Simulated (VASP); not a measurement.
```
Au3Ge
1.0
    2.88701     0.00000     0.00000
   -1.44351     2.50023     0.00000
    0.00000     0.00000     9.55204
Ge Au
1 3
Direct
  0.66667   0.33333   0.00000
  0.66667   0.33333   0.50000
  0.33333   0.66667   0.24941
  0.33333   0.66667   0.75059
```

All values below come from PBEsol GGA, VASP's PBE PAW potentials (set 64) (plane waves; VASP 6.6.1). Settings: 400 eV cut-off, Gaussian smearing of 0.050 eV, potentials Ge_d Au.

Unless said otherwise, spin-orbit coupling is left out, though it shifts the bands of the heavy elements here.

Problem. Predict the band gap (along the path) with the smallest direct gap where there is one.

Solution. 
| Quantity | Value |
|---|---|
| band gap (along the path) | none (metal, semimetal or under 0.01 eV) |

The absolute energy has meaning only against runs of the same code, potentials and settings.

The structure comes from a computed database's GeAu3 entry (P-6m2); how it stands against other phases isn't given here. It was relaxed first, which changed the volume by -6 %. The electron count is odd and the run is not spin-polarised, which forces a metal.
